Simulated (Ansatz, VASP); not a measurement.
# Cross-check of Te2As between VASP and Ansatz, part 2 of 2

One calculation is typed for both programs; each brings its own data sets. How far apart do they land? The cell is generated by rule, not measured, and may not be a known phase. The cell is taken from a series of runs on this material, whose earlier steps may have relaxed, scaled, displaced or heated it; both programs get it as it stands.

VASP 6.6.1 and Ansatz 0.2.0.

So far: Starting point; VASP: relaxation of cell and atoms, LDA.

The structure was built from a prototype and need not be the compound's stable phase.

## (3) Ansatz: relaxation of cell and atoms, LDA

Level of this step: Ansatz beside VASP: Kohn-Sham DFT, plane waves, LDA (Ansatz).

Ansatz runs on its default PAW (the set named soft_2) files.

The same cell, functional (in two slightly different forms), mesh and smearing now go to Ansatz, which takes its cutoff from its data sets.

The input, input.yaml:

```yaml
crystal:
  lattice:
    - [0.0, -3.4682328996, -3.4682328996]
    - [0.0, 3.4682328996, -3.4682328996]
    - [6.9364657992, 0.0, 0.0]
  atoms:
    - { symbol: As, position: [0.4082535514, 0.5, 0.5] }
    - { symbol: As, position: [0.0917464486, 0.0, 0.0] }
    - { symbol: Te, position: [-0.0156288062, 0.5, 0.25] }
    - { symbol: Te, position: [0.5156288062, 0.0, 0.75] }
    - { symbol: Te, position: [-0.0156288062, 0.5, 0.75] }
    - { symbol: Te, position: [0.5156288062, 0.0, 0.25] }
kpoints:
  mp_grid: { grid: [6, 6, 4] }
hamiltonian:
  xc: lda
scf:
  occupations: { method: methfessel_paxton, width: 0.15 }
output:
  forces: true
  stress: true
  eigenvalues: true
relax:
  adjacent_minimum: "off"
  f_tol: 0.002
  max_steps: 120
  cell: { stress_tol: 0.03 }
```

On the command line:

```console
$ ansatz run input.yaml --threads 8 --pin off --max-ram 14336MiB --backend cpu --events-out ev --progress --plain --runs-dir out
```

Numbers of over 12 decimals in the logs are rounded to 6 here.

The log of the run:

```text
Engine: ansatz 0.2.0, aarch64-unknown-linux-gnu
Pseudopotentials: kind: paw
Pseudopotential: As, paw, valence charge 15, recommended cutoff 420 eV (normal), As.paw.azcp
Pseudopotential: Te, paw, valence charge 16, recommended cutoff 420 eV (normal), Te.paw.azcp
Functional definition: SPW92
  exchange = slater_x
  correlation = pw_c
Crystal: 6 atoms, lattice volume = 166.872 Å³
Basis set: ecut = 420 eV, 3299 PW (Γ)
Bands: 57, of which v1, the nominal top of the filled ones, is band 47 counted from 1 (46 counted from 0)
Symmetry: 8 space group operations
Space group: Pmmn (ITA 59), of the structure as read, at distance tolerance 5.5e-5 Å
k-points: 48 of 144
Non-local potential: As, projectors of the file, l = 0: 2, l = 1: 2, l = 2: 3, l = 3: 1
Non-local potential: Te, projectors of the file, l = 0: 2, l = 1: 2, l = 2: 2, l = 3: 2
PAW form: soft (Blöchl's): semilocal exchange-correlation on the pseudo side does not see the compensation charge
PAW frozen core: As, regenerated for the run's functional, and the local potential with it (the file was generated under x = pbe(κ = 0.804, μ = 0.219515), c = pbe(β = 0.066725))
PAW frozen core: Te, regenerated for the run's functional, and the local potential with it (the file was generated under x = pbe(κ = 0.804, μ = 0.219515), c = pbe(β = 0.066725))
PAW one-centre angular grid: As, 590 points (default); XC on 64 Gauss nodes
PAW one-centre angular grid: Te, 590 points (default); XC on 64 Gauss nodes
Initial density: superposition of atomic densities (neutral atoms: chi_scale 0, normalization atom), corrected by the library's trained network
Initial wavefunctions: pseudopotential atomic-orbital guess
Functional: x = slater, c = lda
SCF iter   1: F=—  HF=-36854.268563 eV  |F-HF|=—  |Δ(HF+E_count)|=         —  Δρ=5.31e-3  dr2=4.72e-2  ethr=1.77e-3  ⟨swp⟩=8.2  Hψ=11097  notcnv=0
preconditioner: auto → LDOS  [metal: Δε(μ)=0.025 eV  Ē_g=8.828 eV  σ=0.150 eV  W_gap=0.14  n_scr=36 (ndim 8)  ℏωp=16.8 eV  f_vac=0.050  D(μ)=3.25/eV (n_scr^D=20)  β→1.0]
SCF iter   2: F=—  HF=-36854.249754 eV  |F-HF|=—  |Δ(HF+E_count)|=   1.88e-2  S|Δr|=    0.00e0  Δρ=1.04e-3  dr2=3.01e-3  ethr=5.02e-5  ⟨swp⟩=2.1  Hψ=3938  notcnv=0
SCF iter   3: F=—  HF=-36854.249148 eV  |F-HF|=—  |Δ(HF+E_count)|=   6.06e-4  S|Δr|=    0.00e0  Δρ=5.01e-4  dr2=7.46e-4  ethr=3.20e-6  ⟨swp⟩=2.0  Hψ=3899  notcnv=0
SCF iter   4: F=—  HF=-36854.248782 eV  |F-HF|=—  |Δ(HF+E_count)|=   3.66e-4  S|Δr|=    0.00e0  Δρ=1.63e-4  dr2=8.32e-5  ethr=7.94e-7  ⟨swp⟩=2.0  Hψ=3856  notcnv=0
SCF iter   5: F=—  HF=-36854.248756 eV  |F-HF|=—  |Δ(HF+E_count)|=   2.63e-5  S|Δr|=    0.00e0  Δρ=2.96e-5  dr2=3.35e-6  ethr=8.85e-8  ⟨swp⟩=2.0  Hψ=3239  notcnv=0
SCF iter   6: F=-36854.248754 eV  HF=-36854.248754 eV  |F-HF|=7.52e-8  |Δ(HF+E_count)|=   1.70e-6  S|Δr|=    0.00e0  Δρ=5.20e-6  dr2=6.89e-8  ethr=1.06e-10  ⟨swp⟩=9.5  Hψ=14242  notcnv=0
SCF 1 converged in 6 iterations: F = -36854.248754 eV  dr2 = 6.89e-8
  greatest PAW one-centre occupation: 0.999 electrons in one spin orbital (limit 2), on the As atom at site 1 (counted from 0), in its partial waves of l = 2
relax step   1: F+E_penalty+E_count = -36854.24875418 eV  Δ(F+E_penalty+E_count) = +0.000e0 eV  max|allowed force component| = 1.450e-1 eV/Å  Δτ_max = 0.0000 Å  P = +1.401 GPa  Ω = 166.872 Å³  (6 SCF iters, dr2 threshold 1.00e-7 eV, accepted)
[...]
relax step  24: F+E_penalty+E_count = -36854.96944100 eV  Δ(F+E_penalty+E_count) = -3.731e-5 eV  max|allowed force component| = 2.934e-3 eV/Å  Δτ_max = 0.0017 Å  P = -0.011 GPa  Ω = 166.489 Å³  energy of the carried Pulay correction = -1.043e-3 eV  (4 SCF iters, dr2 threshold 7.56e-9 eV, accepted)
[...]
relax step  25: F+E_penalty+E_count = -36854.96943810 eV  Δ(F+E_penalty+E_count) = +2.896e-6 eV  max|allowed force component| = 1.532e-3 eV/Å  Δτ_max = 0.0010 Å  P = +0.005 GPa  Ω = 166.503 Å³  energy of the carried Pulay correction = -1.045e-3 eV  (5 SCF iters, dr2 threshold 5.38e-10 eV, accepted)
[...]
relax step  26: F+E_penalty+E_count = -36854.97055165 eV  Δ(F+E_penalty+E_count) = -1.114e-3 eV  max|allowed force component| = 1.528e-3 eV/Å  Δτ_max = 0.0000 Å  P = +0.003 GPa  Ω = 166.503 Å³  stress off target by 2.01e-2 GPa  SCF on the basis re-selected at this cell (its energy is not comparable with the rows above)  (6 SCF iters)
basis re-selected at this cell: Δ(F+E_penalty+E_count) = -1.114e-3 eV, ΔP = -0.002 GPa vs the last step (what re-selecting the basis moved, of the pressure what is left beyond the Pulay correction that the steps carried, after the strain that the cell walked since its last selection, with what the two solves' SCF thresholds leave and, on support functions, any second-order correction that the steps lacked; it is no measure of the basis error at this ecutwfc). The dense FFT grid was sized anew with the basis: this SCF ran on 45×27×48 points, the steps before it on 40×27×48, so part of this shift can come from that change (see relax.cell in the input reference). [rest of the remark cut]
SCF converged after 6 iterations
Stability not checked: this state was not tested for a lower state beside it, because cold or Methfessel-Paxton smearing, or corrected tetrahedra, fill the levels in a way that the test cannot read (fill_not_monotonic; see scf.lower_state_search)
Free energy (F): -36854.970552 eV
Harris-Foulkes:  -36854.970552 eV  (|F-HF|=0.00e0)
Internal energy: -36854.970398 eV  (E = F + TS)
E sigma→0 (E₀):  -36854.970513 eV
Entropy (-TS):   -0.000154 eV (-0.026 meV/atom)
Fermi energy:    9.943168 eV
--- Per-component energies (eV) ---
  E_band       = -1478.380305
  E_kinetic    = 934.312471
  E_local      = -8421.295005  (includes V_loc(G=0)·N_el)
  E_nonlocal   = -2550.979845
  E_hartree    = 5105.250746
  E_xc         = -654.815673
  E_vxc        = -580.162216  (∫ρ·V_xc dr)
  E_paw        = -21543.910702  (= ΣΔE_a)
  E_vpaw       = -1070.756590  (= ΣTr[D̂ρ^β])
  E_aug_tail   = -0.000658  (compensation charges beyond the density's cutoff)
  E_ewald      = -9730.396837
  E_core_change = 6.865105  (= ΣΔE_core)
  E_smearing   = -0.000154  (= −TS)
  E_closure    = 0.000000  (closes the sum)
  Σ components = -36854.970552   (vs F -36854.970552, Δ=0.00e0)
--- Forces (eV/Å), atoms counted from 1 ---
  atom   1  As     0.00000000     0.00064586     0.00064586
  atom   2  As    -0.00000000    -0.00064586    -0.00064586
  atom   3  Te     0.00152777     0.00148047     0.00148047
  atom   4  Te     0.00152777    -0.00148047    -0.00148047
  atom   5  Te    -0.00152777     0.00148047     0.00148047
  atom   6  Te    -0.00152777    -0.00148047    -0.00148047
  max |Σ_I F_I| component: 3.47e-18 eV/Å
--- Stress (GPa, compression-positive) ---
        0.016246       0.000000      -0.000000
        0.000000      -0.003243       0.016889
       -0.000000       0.016889      -0.003243
  P = ⅓ Tr σ = 0.0033 GPa (0.033 kbar)
--- Band table (eV; the first three rows and the last of 48) ---
  k-point 0: bands = [... 43 lower, 8.6233, 9.2584, 10.7736, 10.7876, 10.8802, 10.9836, 11.2832, 11.7766, ... 6 higher]
  k-point 1: bands = [... 43 lower, 9.3360, 9.3803, 10.1303, 10.3343, 10.4525, 11.3021, 11.4465, 11.6806, ... 6 higher]
  k-point 2: bands = [... 43 lower, 8.6791, 9.8204, 9.8204, 10.1013, 10.1013, 11.5874, 11.5874, 11.9355, ... 6 higher]
  k-point 47: bands = [... 43 lower, 7.3338, 8.1195, 8.1195, 9.1244, 9.1244, 10.4047, 10.4047, 11.9416, ... 6 higher]
--- Relaxed structure (24 steps of the walk, 24 accepted, 2 SCFs on fresh bases) ---
  F+E_penalty+E_count = -36854.97055165 eV   max|allowed force component| = 1.528e-3 eV/Å   (the final SCF, on the basis selected at the relaxed cell)
  cell:  # Å, volume = 166.5029 Å³
    - [0, -4.491810, -4.491810]
    - [0, 2.701434, -2.701434]
    - [6.860819, 0, 0]
  atoms:
    - { symbol: As, position: [0.339691, 0.5, 0.500000] }
    - { symbol: As, position: [0.160309, 0.0, 2.142676863319875e-19] }
    - { symbol: Te, position: [-0.024522, 0.5, 0.271313] }
    - { symbol: Te, position: [0.524522, 0.0, 0.771313] }
    - { symbol: Te, position: [-0.024522, 0.5, 0.728687] }
    - { symbol: Te, position: [0.524522, 0.0, 0.228687] }
```

Reading the cycles: dr2 is the Hartree energy of the density residual (eV), the measure of convergence; HF is the Harris–Foulkes estimate of the energy, which meets the free energy F at convergence.

## (4) Differences

Known differences besides the potentials themselves: the data sets hold 94 valence electrons in Ansatz (on its default PAW (the set named soft_2) files) and 34 in VASP; the cutoff is 420 eV in Ansatz and 500 eV in VASP; VASP's log shows a relativistic correction to its local exchange, Ansatz's none; Ansatz adds a Pulay correction to the stress that steers its cell, VASP none. Total energies have different zeros and are not compared.

Compared:

| quantity | Ansatz | VASP | difference |
| --- | --- | --- | --- |
| volume (Å³) | 166.50 | 166.51 | +0.00 % |
| edge a after relaxation, in the typed setting (Å) | 6.352 | 6.351 | +0.02 % |
| edge b after relaxation, in the typed setting (Å) | 3.820 | 3.818 | +0.06 % |
| edge c after relaxation, in the typed setting (Å) | 6.861 | 6.866 | -0.08 % |

## (5) Outcome

```json
{
 "difference in edge c after relaxation, in the typed setting (relaxation of cell and atoms, LDA)": "-0.082 %"
}
```

What this shows: The difference in edge c after relaxation, in the typed setting is -0.082 % (relaxation of cell and atoms, LDA), within the 1.2 % picked in this series as the mark of a large difference, as far as the stopping tolerances let one tell. The data sets hold unlike numbers of valence electrons (94 in Ansatz and 34 in VASP), so part of the differences comes from the potentials. Such differences can come from data sets, numerical settings and the points named under the comparisons, not from the functional's error against experiment.

[Lines on the potential files, build, host, timing and source positions are cut from VASP's logs without a mark.]

[Logs are printed without paths, hosts, clocks, repeated set-up lines and the standing remarks that a program may print on its own settings, such as how far it seeks lower states.]

[Hosts, paths, dates, database ids (printed as entryN), source tags and the programs' standing remarks are cut or masked in the printed files.]
